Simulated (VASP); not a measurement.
OSZICAR of a VASP run on Sm (relaxed from the fcc structure, space group Fm-3m):

File OSZICAR:
```
       N       E                     dE             d eps       ncg     rms          rms(c)
DAV:   1     0.191130098346E+02    0.19113E+02   -0.45971E+03  1008   0.870E+02
DAV:   2    -0.317957946173E+02   -0.50909E+02   -0.50280E+02  1079   0.200E+02
DAV:   3    -0.324021804956E+02   -0.60639E+00   -0.60213E+00  1362   0.231E+01
DAV:   4    -0.324056046354E+02   -0.34241E-02   -0.34174E-02  1276   0.142E+00
DAV:   5    -0.324056285546E+02   -0.23919E-04   -0.23918E-04  1308   0.965E-02    0.329E+00
DAV:   6    -0.294396106842E+02    0.29660E+01   -0.80219E-01  1015   0.105E+01    0.146E+00
DAV:   7    -0.297328347039E+02   -0.29322E+00   -0.12005E-01  1036   0.381E+00    0.788E-01
DAV:   8    -0.296475870167E+02    0.85248E-01   -0.29257E-02  1032   0.170E+00    0.214E-01
DAV:   9    -0.297146877450E+02   -0.67101E-01   -0.47766E-02  1016   0.178E+00    0.943E-02
DAV:  10    -0.297151140800E+02   -0.42633E-03   -0.70884E-04  1202   0.314E-01    0.770E-02
DAV:  11    -0.297122919326E+02    0.28221E-02   -0.19931E-03  1025   0.489E-01    0.251E-02
DAV:  12    -0.297123677560E+02   -0.75823E-04   -0.17482E-04  1140   0.140E-01    0.145E-02
DAV:  13    -0.297121947937E+02    0.17296E-03   -0.11903E-04  1035   0.108E-01    0.129E-02
DAV:  14    -0.297121913291E+02    0.34646E-05   -0.22394E-06  1349   0.162E-02    0.966E-03
DAV:  15    -0.297121874788E+02    0.38503E-05   -0.43674E-06  1040   0.237E-02    0.650E-03
DAV:  16    -0.297121854667E+02    0.20121E-05   -0.23364E-06  1048   0.180E-02    0.175E-03
DAV:  17    -0.297121818834E+02    0.35833E-05   -0.13966E-06   995   0.113E-02    0.186E-04
DAV:  18    -0.297121820947E+02   -0.21137E-06   -0.71725E-08   541   0.299E-03
   1 F= -.29712182E+02 E0= -.29712526E+02  d E =-.297122E+02
       N       E                     dE             d eps       ncg     rms          rms(c)
DAV:   1    -0.297502132786E+02   -0.38031E-01   -0.13414E+00  1014   0.143E+01    0.923E-01
DAV:   2    -0.297179458268E+02    0.32267E-01   -0.49761E-02  1010   0.243E+00    0.402E-01
DAV:   3    -0.297121148873E+02    0.58309E-02   -0.30913E-02  1019   0.198E+00    0.675E-02
DAV:   4    -0.297135646774E+02   -0.14498E-02   -0.19203E-03  1018   0.474E-01    0.413E-02
DAV:   5    -0.297135457838E+02    0.18894E-04   -0.72038E-04  1043   0.328E-01    0.132E-02
DAV:   6    -0.297138071764E+02   -0.26139E-03   -0.30648E-04  1026   0.207E-01    0.132E-03
DAV:   7    -0.297138065705E+02    0.60584E-06   -0.42237E-06  1132   0.228E-02
   2 F= -.29713807E+02 E0= -.29714140E+02  d E =-.162448E-02
       N       E                     dE             d eps       ncg     rms          rms(c)
DAV:   1    -0.297141554624E+02   -0.34829E-03   -0.11636E-02  1014   0.133E+00    0.864E-02
DAV:   2    -0.297138683973E+02    0.28707E-03   -0.43147E-04  1010   0.229E-01    0.377E-02
DAV:   3    -0.297138146278E+02    0.53769E-04   -0.26550E-04  1027   0.184E-01    0.636E-03
DAV:   4    -0.297138315379E+02   -0.16910E-04   -0.16536E-05  1025   0.441E-02    0.393E-03
DAV:   5    -0.297138339429E+02   -0.24050E-05   -0.49842E-06  1035   0.276E-02    0.116E-03
DAV:   6    -0.297138361082E+02   -0.21653E-05   -0.24436E-06   999   0.187E-02    0.836E-05
DAV:   7    -0.297138366039E+02   -0.49569E-06   -0.36511E-08   504   0.221E-03
   3 F= -.29713837E+02 E0= -.29714171E+02  d E =-.165451E-02
```

Q: Which electronic solver shows in the log?

A: It is blocked Davidson (ALGO = Normal, or the opening steps of other solvers). The INCAR had ALGO = Normal.

Q: Can the final energy be trusted as converged?

A: The run converged. It stopped with EDIFF = 1E-6, NELM = 100, NSW = 60 and EDIFFG = -0.01 after 3 ionic steps (r2SCAN meta-GGA, plane waves, VASP's PBE PAW potentials (set 64)). The 4f electrons are frozen in the core of the lanthanide potential, so 4f levels, which can set the real gap, and their magnetism are missing. Energy and stress use the plane-wave basis of the starting cell.

The structure was generated: Sm was put into the fcc type (Fm-3m), which need not be its known phase. This run relaxes it. Symmetry was kept, so distortions that lower it aren't found.
